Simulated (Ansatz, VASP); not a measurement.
**Cross-check of Sn2C between VASP and Ansatz**

Aim: how closely do two programs agree when they are given the same cell, functional and k mesh? The cell is generated by rule, not measured, and may not be a known phase. The cell is taken from a series of runs on this material, whose earlier steps may have relaxed, scaled, displaced or heated it; both programs get it as it stands.

Method: plane waves, with VASP 6.6.1 beside it; single point at PBEsol, in Ansatz 0.2.0.

The structure was built from a prototype and need not be the compound's stable phase.

### 1. The structure

Symmetry: I4_1/amd, No. 141, tetragonal system. Conventional cell: a = 7.101 Å, b = 7.101 Å, c = 10.043 Å, α = 90.00°, β = 90.00°, γ = 90.00°. Nearest to C lie 4 Sn at 2.15 to 2.22 Å. Sn has 2 C at 2.15 to 2.22 Å nearest. Farther neighbours are not listed.

Structure file:

```xyz
12
Lattice="5.0213 5.0213 0.0000 5.0213 0.0000 5.0213 5.0213 0.0000 -5.0213" Properties=species:S:1:pos:R:3 pbc="T T T"
C    10.0426    0.1400    0.0000
C    10.0426    4.8813    0.0000
C     7.5320    2.6507   -2.5107
C     7.5320    2.3707    2.5107
Sn    6.3388    1.2043   -3.7038
Sn    6.2144    1.3064    1.1931
Sn    8.8495    3.7149   -3.8282
Sn    8.7251    3.8170    1.3175
Sn    8.7251    1.2043   -1.3175
Sn    3.8282    1.3064   -1.1931
Sn    6.2144    3.7149   -1.1931
Sn   11.3601    3.8170   -1.3175
```

### 2. VASP: single point, PBEsol, pair 1

A single point gives forces, pressure and levels at one fixed geometry, so differences don't come from the geometry; what else differs is listed under the comparison.

Lines of VASP's logs that name or quote its potential files are left out, and so is its time.

The input, INCAR:

```
SYSTEM = Sn2C
PREC = Accurate
ENCUT = 600
EDIFF = 1E-06
NELM = 120
ISMEAR = 1
SIGMA = 0.2
LREAL = .FALSE.
ALGO = Normal
GGA = PS
NBANDS = 79
LORBIT = 11
LWAVE = .FALSE.
LCHARG = .FALSE.
ISIF = 2
LASPH = .TRUE.
GGA_COMPAT = .FALSE.
KPAR = 2
```

The input, POSCAR:

```
Sn2C
1.0
    5.0213021337      5.0213021337      0.0000000000
    5.0213021337      0.0000000000      5.0213021337
    5.0213021337      0.0000000000     -5.0213021337
C Sn
4 8
Direct
    0.0278812140      0.9860593930      0.9860593929
    0.9721187858      0.5139406070      0.5139406070
    0.5278812140      0.2360593929      0.7360593930
    0.4721187858      0.7639406070      0.2639406070
    0.2398320860      0.1424669828      0.8800839569
    0.2601679138      0.6075330172      0.3699160430
    0.7398320860      0.1300839570      0.8924669828
    0.7601679138      0.6199160430      0.3575330171
    0.2398320860      0.6177009310      0.8800839569
    0.2601679138      0.1322990689      0.3699160430
    0.7398320860      0.1300839570      0.3677009310
    0.7601679138      0.6199160430      0.8822990689
```

The input, KPOINTS:

```
Automatic mesh
0
Gamma
8 8 8
0 0 0
```

PAW data sets: C and Sn_d (PBE family, release 64).

The run is started by

```
mpirun -np 2 vasp_std
```

Numbers of over 12 decimals in the logs are rounded to 6 here.

Output:

```text
[banner, memory and clock lines left out]
running    2 mpi-ranks, on    1 nodes
 distrk:  each k-point on    1 cores,    2 groups
 distr:  one band on    1 cores,    1 groups

 POSCAR found type information on POSCAR C Sn
 POSCAR found :  2 types and      12 ions
|                                                                             |
|               ----> ADVICE to this user running VASP <----                  |
|                                                                             |
|     You enforced a specific xc type in the INCAR file but a different       |
|     [... a line on the potential file left out ...]
|     I HOPE YOU KNOW WHAT YOU ARE DOING!                                     |
|                                                                             |

 LDA part: xc-table for (Slater+PW92), standard interpolation
 POSCAR, INCAR and KPOINTS ok, starting setup
 FFT: planning ... GRIDC
 FFT: planning ... GRID_SOFT
 FFT: planning ... GRID
 WAVECAR not read
 entering main loop
       N       E                     dE             d eps       ncg     rms          rms(c)
DAV:   1     0.172978101011E+04    0.17298E+04   -0.62977E+04 10080   0.271E+03
DAV:   2     0.292035436723E+03   -0.14377E+04   -0.13934E+04  9322   0.796E+02
DAV:   3    -0.295855227712E+02   -0.32162E+03   -0.30741E+03  9964   0.267E+02
DAV:   4    -0.634720097621E+02   -0.33886E+02   -0.32472E+02 11140   0.839E+01
DAV:   5    -0.651295831746E+02   -0.16576E+01   -0.16331E+01 10606   0.177E+01    0.141E+01
DAV:   6    -0.584673480870E+02    0.66622E+01   -0.23376E+01 12188   0.202E+01    0.574E+00
DAV:   7    -0.586629916844E+02   -0.19564E+00   -0.50019E+00 10020   0.690E+00    0.354E+00
DAV:   8    -0.586290957670E+02    0.33896E-01   -0.11013E+00 13564   0.294E+00    0.122E+00
DAV:   9    -0.585830730906E+02    0.46023E-01   -0.16076E-01 11064   0.166E+00    0.226E-01
DAV:  10    -0.585863094818E+02   -0.32364E-02   -0.34882E-02 10235   0.764E-01    0.995E-02
DAV:  11    -0.585864075758E+02   -0.98094E-04   -0.13297E-03 14206   0.151E-01    0.495E-02
DAV:  12    -0.585863978744E+02    0.97013E-05   -0.10039E-04 11772   0.452E-02    0.204E-02
DAV:  13    -0.585864002271E+02   -0.23526E-05   -0.17959E-05  8380   0.143E-02    0.126E-02
DAV:  14    -0.585863969082E+02    0.33188E-05   -0.54721E-06  9159   0.939E-03    0.456E-03
DAV:  15    -0.585863964788E+02    0.42947E-06   -0.35852E-06  8360   0.564E-03
   1 F= -.58586396E+02 E0= -.58585443E+02  d E =-.285914E-02
```

From OUTCAR (step 2):

```text
ion  position               nearest neighbor table
   1  0.028  0.986  0.986-   5 2.15   9 2.15   7 2.22  11 2.22
   2  0.972  0.514  0.514-  12 2.15   8 2.15  10 2.22   6 2.22
   3  0.528  0.236  0.736-   7 2.15  11 2.15   9 2.22   5 2.22
   4  0.472  0.764  0.264-   6 2.15  10 2.15   8 2.22  12 2.22
   5  0.240  0.142  0.880-   1 2.15   3 2.22   9 3.37   8 3.39  12 3.39  10 3.55  10 3.55   7 3.55
                            11 3.55   7 3.55  11 3.55  12 3.71   8 3.71   9 3.73
   6  0.260  0.608  0.370-   4 2.15   2 2.22  10 3.37   7 3.39  11 3.39   9 3.55   9 3.55   8 3.55
                            12 3.55  12 3.55   8 3.55   7 3.71  11 3.71  10 3.73
   7  0.740  0.130  0.892-   3 2.15   1 2.22  11 3.37   6 3.39  10 3.39  12 3.55  12 3.55   5 3.55
                             9 3.55   5 3.55   9 3.55  10 3.71   6 3.71  11 3.73
   8  0.760  0.620  0.358-   2 2.15   4 2.22  12 3.37   9 3.39   5 3.39  11 3.55  11 3.55   6 3.55
                            10 3.55  10 3.55   6 3.55   9 3.71   5 3.71  12 3.73
   9  0.240  0.618  0.880-   1 2.15   3 2.22   5 3.37   8 3.39  12 3.39   6 3.55   6 3.55   7 3.55
                            11 3.55   7 3.55  11 3.55  12 3.71   8 3.71   5 3.73
  10  0.260  0.132  0.370-   4 2.15   2 2.22   6 3.37   7 3.39  11 3.39   5 3.55   5 3.55   8 3.55
                            12 3.55  12 3.55   8 3.55   7 3.71  11 3.71   6 3.73
  11  0.740  0.130  0.368-   3 2.15   1 2.22   7 3.37   6 3.39  10 3.39   8 3.55   8 3.55   5 3.55
                             9 3.55   5 3.55   9 3.55  10 3.71   6 3.71   7 3.73
  12  0.760  0.620  0.882-   2 2.15   4 2.22   8 3.37   5 3.39   9 3.39   7 3.55   7 3.55   6 3.55
                            10 3.55  10 3.55   6 3.55   5 3.71   9 3.71   8 3.73

  LATTYP: Found a face centered cubic cell.
 ALAT       =    10.0426042674

 Subroutine GETGRP returns: Found 16 space group operations
 (whereof  4 operations were pure point group operations)

The static configuration has the point symmetry C_2v.
 The point group associated with its full space group is D_4h.

 Found     59 irreducible k-points:

   k-points           NKPTS =     59   k-points in BZ     NKDIM =     59   number of bands    NBANDS=     79

   dimension x,y,z NGX =    60 NGY =   60 NGZ =   60
   dimension x,y,z NGXF=   120 NGYF=  120 NGZF=  120

   ENCUT  =  600.0 eV  44.10 Ry    6.64 a.u.  14.18 14.18 14.18*2*pi/ulx,y,z

   NELECT =     128.0000    total number of electrons

 k-points in reciprocal lattice and weights: Automatic mesh
   0.00000000  0.00000000  0.00000000       0.002
   0.12500000  0.00000000  0.00000000       0.004
   0.12500000  0.12500000  0.12500000       0.008
   0.25000000  0.00000000  0.00000000       0.004
   0.25000000  0.25000000  0.25000000       0.008
   0.37500000  0.00000000  0.00000000       0.004
   0.37500000  0.37500000  0.37500000       0.008
   0.50000000  0.00000000  0.00000000       0.002
   0.50000000  0.50000000  0.50000000       0.004
[...]
-0.25000000  0.25000000  0.25000000       0.008
   0.25000000  0.50000000  0.50000000       0.004

 average (electrostatic) potential at core
       1 -48.3022       2 -48.3022       3 -48.3022       4 -48.3022       5 -99.4404
       6 -99.4404       7 -99.4404       8 -99.4404       9 -99.4404      10 -99.4404
      11 -99.4404      12 -99.4404

 E-fermi :   7.3845

 k-point     1 :       0.0000    0.0000    0.0000
  band No.  band energies     occupation
    ...
     58       3.9782      2.00000
     59       4.1303      2.00000
     60       6.9004      2.00328
     61       6.9004      2.00328
     62       7.0202      2.02722
     63       7.4595      0.41207
     64       8.4833     -0.00000
     65       8.4833     -0.00000
     66       8.7980     -0.00000
     67       9.1332     -0.00000
    ...

 k-point     2 :       0.1250    0.0000    0.0000
  band No.  band energies     occupation
    ...
     58       4.3885      2.00000
     59       4.4080      2.00000
     60       6.0207      2.00000
     61       6.8295      2.00062
     62       6.8295      2.00062
     63       8.2337     -0.00000
     64       8.3839     -0.00000
     65       8.3839     -0.00000
     66       8.4065     -0.00000
     67       8.6139     -0.00000
    ...

 k-point     3 :       0.1250    0.1250    0.1250
  band No.  band energies     occupation
    ...
     58       4.4531      2.00000
     59       4.5261      2.00000
     60       5.9500      2.00000
     61       6.8250      2.00055
     62       6.9493      2.00869
     63       7.9289     -0.00081
     64       8.2888     -0.00000
     65       8.3350     -0.00000
     66       8.6185     -0.00000
     67       8.7033     -0.00000
    ...

  Total        1.0247316     -2.3836058      1.0247316      0.0000000      0.0000000     -0.0000000
  in kB        6.4839800    -15.0822438      6.4839800      0.0000000      0.0000000     -0.0000000
  external PRESSURE =      -0.7047613 kB  Pullay stress =       0.0000000 kB

  energy-cutoff  :      600.00
  volume of cell :      253.21
      direct lattice vectors                 reciprocal lattice vectors
     5.021302134  5.021302134  0.000000000     0.000000000  0.199151529  0.000000000
     5.021302134  0.000000000  5.021302134     0.099575765 -0.099575765  0.099575765
     5.021302134  0.000000000 -5.021302134     0.099575765 -0.099575765 -0.099575765

 POSITION                                       TOTAL-FORCE (eV/Angst)
 -----------------------------------------------------------------------------------
     10.04260      0.14000      0.00000         0.000000     -0.119714      0.000000
     10.04260      4.88130      0.00000         0.000000      0.119714      0.000000
      7.53195      2.65065     -2.51065         0.000000     -0.119714     -0.000000
      7.53195      2.37065      2.51065         0.000000      0.119714     -0.000000
      6.33881      1.20427     -3.70380         0.366994     -0.194137      0.366994
      6.21445      1.30638      1.19315        -0.366994      0.194137     -0.366994
      8.84946      3.71492     -3.82816         0.366994     -0.194137     -0.366994
      8.72510      3.81703      1.31750        -0.366994      0.194137      0.366994
      8.72510      1.20427     -1.31750        -0.366994     -0.194137     -0.366994
      3.82816      1.30638     -1.19315         0.366994      0.194137      0.366994
      6.21445      3.71492     -1.19315        -0.366994     -0.194137      0.366994
     11.36011      3.81703     -1.31750         0.366994      0.194137     -0.366994
 -----------------------------------------------------------------------------------
    total drift:                                0.000002      0.000001      0.000001

  FREE ENERGIE OF THE ION-ELECTRON SYSTEM (eV)
  ---------------------------------------------------
  free  energy   TOTEN  =       -58.5863964788 eV

  energy  without entropy=      -58.5835373384  energy(sigma->0) =      -58.58544343

 total charge
# of ion       s       p       d       tot
------------------------------------------
    1        0.936   1.345   0.000   2.281
    2        0.936   1.345   0.000   2.281
    3        0.936   1.345   0.000   2.281
    4        0.936   1.345   0.000   2.281
    5        1.171   1.067  10.041  12.278
    6        1.171   1.067  10.041  12.278
    7        1.171   1.067  10.041  12.278
    8        1.171   1.067  10.041  12.278
    9        1.171   1.067  10.041  12.278
   10        1.171   1.067  10.041  12.278
   11        1.171   1.067  10.041  12.278
   12        1.171   1.067  10.041  12.278
--------------------------------------------------
tot         13.108  13.914  80.324 107.346

[... 3 further parts left out ...]
```

The run ends at a pressure of -0.07 GPa, with forces up to 0.55 eV/Å.

### 3. Ansatz: single point, PBEsol, pair 1

Ansatz runs on its default PAW (the set named soft_2) files.

The same cell, functional, mesh and smearing now go to Ansatz, which takes its cutoff from its data sets.

The input, input.yaml:

```yaml
crystal:
  lattice:
    - [5.0213021337, 5.0213021337, 0.0]
    - [5.0213021337, 0.0, 5.0213021337]
    - [5.0213021337, 0.0, -5.0213021337]
  atoms:
    - { symbol: C, position: [0.0278812141, -0.0139406071, -0.0139406071] }
    - { symbol: C, position: [-0.0278812141, 0.5139406071, 0.5139406071] }
    - { symbol: C, position: [0.5278812141, 0.2360593929, 0.7360593929] }
    - { symbol: C, position: [0.4721187859, 0.7639406071, 0.2639406071] }
    - { symbol: Sn, position: [0.2398320861, 0.1424669829, 0.880083957] }
    - { symbol: Sn, position: [0.2601679139, 0.6075330171, 0.369916043] }
    - { symbol: Sn, position: [0.7398320861, 0.130083957, 0.8924669829] }
    - { symbol: Sn, position: [0.7601679139, 0.619916043, 0.3575330171] }
    - { symbol: Sn, position: [0.2398320861, 0.6177009311, 0.880083957] }
    - { symbol: Sn, position: [0.2601679139, 0.1322990689, 0.369916043] }
    - { symbol: Sn, position: [0.7398320861, 0.130083957, 0.3677009311] }
    - { symbol: Sn, position: [0.7601679139, 0.619916043, 0.8822990689] }
kpoints:
  mp_grid: { grid: [8, 8, 8] }
hamiltonian:
  xc: pbesol
scf:
  occupations: { method: methfessel_paxton, width: 0.2 }
output:
  forces: true
  stress: true
  eigenvalues: true
```

The run is started by

```
ansatz run input.yaml --threads 8 --pin off --max-ram 14336MiB --backend cpu --events-out ev --progress --plain --runs-dir out
```

Output:

```text
Engine: ansatz 0.2.0, aarch64-unknown-linux-gnu
Pseudopotentials: kind: paw
Pseudopotential: C, paw, valence charge 4, recommended cutoff 420 eV (normal), C.paw.azcp
Pseudopotential: Sn, paw, valence charge 14, recommended cutoff 420 eV (normal), Sn.paw.azcp
Functional definition: PBEsol
  exchange = pbesol_x
  correlation = pbesol_c
Crystal: 12 atoms, lattice volume = 253.209 Å³
Basis set: ecut = 420 eV, 4957 PW (Γ), exchange–correlation on 96×96×96 points (8 copies of the dense FFT grid, shifted against one another)
Bands: 77, of which v1, the nominal top of the filled ones, is band 64 counted from 1 (63 counted from 0)
Symmetry: 16 space group operations
Space group: I41/amd (ITA 141), of the structure as read, at distance tolerance 6.3e-5 Å
k-points: 59 of 512
Non-local potential: C, projectors of the file, l = 0: 2, l = 1: 2, l = 2: 1
Non-local potential: Sn, projectors of the file, l = 0: 2, l = 1: 2, l = 2: 2, l = 3: 2
PAW form: soft (Blöchl's): semilocal exchange-correlation on the pseudo side does not see the compensation charge
PAW frozen core: C, regenerated for the run's functional, and the local potential with it (the file was generated under x = pbe(κ = 0.804, μ = 0.219515), c = pbe(β = 0.066725))
PAW frozen core: Sn, regenerated for the run's functional, and the local potential with it (the file was generated under x = pbe(κ = 0.804, μ = 0.219515), c = pbe(β = 0.066725))
PAW one-centre angular grid: C, 110 points (default); XC on 64 Gauss nodes
PAW one-centre angular grid: Sn, 590 points (default); XC on 64 Gauss nodes
Initial density: superposition of atomic densities (neutral atoms: chi_scale 0, normalization atom), corrected by the library's trained network
Initial wavefunctions: pseudopotential atomic-orbital guess
Functional: x = pbesol(κ = 0.804, μ = 0.123457), c = pbesol(β = 0.046)
SCF iter   1: F=—  HF=-48571.117203 eV  |F-HF|=—  |Δ(HF+E_count)|=         —  Δρ=1.45e-2  dr2=8.89e-1  ethr=1.77e-3  ⟨swp⟩=7.5  Hψ=19287  notcnv=0
preconditioner: auto → Kerker (q_TF=auto, 2.435 Å⁻¹)  [metal: Δε(μ)=0.016 eV  Ē_g=17.618 eV  σ=0.200 eV  W_gap=0.07  n_scr=58 (ndim 8)  ℏωp=26.4 eV  f_vac=0.000  D(μ)=5.05/eV (n_scr^D=26)]
SCF iter   2: F=—  HF=-48570.955984 eV  |F-HF|=—  |Δ(HF+E_count)|=   1.61e-1  S|Δr|=    0.00e0  Δρ=6.42e-3  dr2=1.99e-1  ethr=6.95e-4  ⟨swp⟩=1.7  Hψ=5335  notcnv=0
SCF iter   3: F=—  HF=-48570.913539 eV  |F-HF|=—  |Δ(HF+E_count)|=   4.24e-2  S|Δr|=    0.00e0  Δρ=1.16e-3  dr2=3.45e-3  ethr=1.56e-4  ⟨swp⟩=2.0  Hψ=5651  notcnv=0
SCF iter   4: F=—  HF=-48570.913089 eV  |F-HF|=—  |Δ(HF+E_count)|=   4.50e-4  S|Δr|=    0.00e0  Δρ=2.31e-4  dr2=2.32e-4  ethr=2.70e-6  ⟨swp⟩=2.0  Hψ=5767  notcnv=0
SCF iter   5: F=—  HF=-48570.913062 eV  |F-HF|=—  |Δ(HF+E_count)|=   2.73e-5  S|Δr|=    0.00e0  Δρ=7.92e-5  dr2=1.88e-5  ethr=1.81e-7  ⟨swp⟩=2.0  Hψ=5739  notcnv=0
SCF iter   6: F=—  HF=-48570.912995 eV  |F-HF|=—  |Δ(HF+E_count)|=   6.69e-5  S|Δr|=    0.00e0  Δρ=2.03e-5  dr2=1.05e-6  ethr=1.47e-8  ⟨swp⟩=2.0  Hψ=8113  notcnv=0  defer=91
SCF iter   7: F=—  HF=-48570.912994 eV  |F-HF|=—  |Δ(HF+E_count)|=   3.94e-7  S|Δr|=    0.00e0  Δρ=4.71e-6  dr2=1.04e-7  ethr=7.81e-11  ⟨swp⟩=12.1  Hψ=23753  notcnv=0
SCF iter   8: F=-48570.912994 eV  HF=-48570.912994 eV  |F-HF|=1.72e-9  |Δ(HF+E_count)|=   2.22e-8  S|Δr|=    0.00e0  Δρ=1.06e-6  dr2=5.47e-9  ethr=7.81e-11  ⟨swp⟩=4.1  Hψ=13746  notcnv=0
SCF 1 converged in 8 iterations: F = -48570.912994 eV  dr2 = 5.47e-9
  greatest PAW one-centre occupation: 0.992 electrons in one spin orbital (limit 2), on the Sn atom at site 7 (counted from 0), in its partial waves of l = 2
SCF converged after 8 iterations
Stability not checked: this state was not tested for a lower state beside it, because cold or Methfessel-Paxton smearing, or corrected tetrahedra, fill the levels in a way that the test cannot read (fill_not_monotonic; see scf.lower_state_search)
Free energy (F): -48570.912994 eV
Harris-Foulkes:  -48570.912994 eV  (|F-HF|=1.72e-9)
Internal energy: -48570.910100 eV  (E = F + TS)
E sigma→0 (E₀):  -48570.912271 eV
Entropy (-TS):   -0.002894 eV (-0.241 meV/atom)
Fermi energy:    10.072306 eV
--- Per-component energies (eV) ---
  E_band       = -690.801465
  E_kinetic    = 1833.499115
  E_local      = -7516.678326  (includes V_loc(G=0)·N_el)
  E_nonlocal   = -128.853444
  E_hartree    = 4501.861693
  E_xc         = -3215.611426
  E_vxc        = -1001.740771  (∫ρ·V_xc dr)
  E_paw        = -32911.793219  (= ΣΔE_a)
  E_vpaw       = -2880.754255  (= ΣTr[D̂ρ^β])
  E_aug_tail   = 0.000016  (compensation charges beyond the density's cutoff)
  E_ewald      = -11135.697630
  E_core_change = 2.363120  (= ΣΔE_core)
  E_smearing   = -0.002894  (= −TS)
  E_closure    = 0.000000  (closes the sum)
  Σ components = -48570.912994   (vs F -48570.912994, Δ=0.00e0)
--- Forces (eV/Å), atoms counted from 1 ---
  atom   1  C      0.00000000    -0.12207641     0.00000000
  atom   2  C      0.00000000     0.12207641    -0.00000000
  atom   3  C      0.00000000    -0.12207641    -0.00000000
  atom   4  C      0.00000000     0.12207641     0.00000000
  atom   5  Sn     0.37073756    -0.19372386     0.37073756
  atom   6  Sn    -0.37073756     0.19372386    -0.37073756
  atom   7  Sn     0.37073756    -0.19372386    -0.37073756
  atom   8  Sn    -0.37073756     0.19372386     0.37073756
  atom   9  Sn    -0.37073756    -0.19372386    -0.37073756
  atom  10  Sn     0.37073756     0.19372386     0.37073756
  atom  11  Sn    -0.37073756    -0.19372386     0.37073756
  atom  12  Sn     0.37073756     0.19372386    -0.37073756
  max |Σ_I F_I| component: 5.55e-17 eV/Å
--- Stress (GPa, compression-positive) ---
        0.721036      -0.000000       0.000000
        0.000000      -1.447570       0.000000
        0.000000       0.000000       0.721036
  P = ⅓ Tr σ = -0.0018 GPa (-0.018 kbar)
--- Band table (eV; the first three rows and the last of 59) ---
  k-point 0: bands = [... 60 lower, 9.5889, 9.7097, 10.1420, 11.1665, 11.1665, 11.4817, 11.8264, 11.8835, ... 9 higher]
  k-point 1: bands = [... 60 lower, 9.5430, 9.6209, 10.7505, 10.9228, 11.0270, 11.3051, 11.3756, 11.4958, ... 9 higher]
  k-point 2: bands = [... 60 lower, 9.4121, 9.4725, 10.1767, 10.4393, 10.6162, 10.9606, 11.0626, 11.3355, ... 9 higher]
  k-point 58: bands = [... 60 lower, 8.9443, 8.9443, 9.8438, 9.8438, 10.5773, 10.5773, 11.1124, 11.1124, ... 9 higher]
```

The column dr2 measures how far the density is from self-consistency, as an energy; F and HF (Harris–Foulkes) agree once it is small.

The run ends at a pressure of 0.00 GPa, with forces up to 0.56 eV/Å.

[end of part 1 of 2]

[Lines on the potential files, build, host, timing and source positions are cut from VASP's logs without a mark.]

[Logs are printed without paths, hosts, clocks, repeated set-up lines and the standing remarks that a program may print on its own settings, such as how far it seeks lower states.]

[Hosts, paths, dates, database ids (printed as entryN), source tags and the programs' standing remarks are cut or masked in the printed files.]
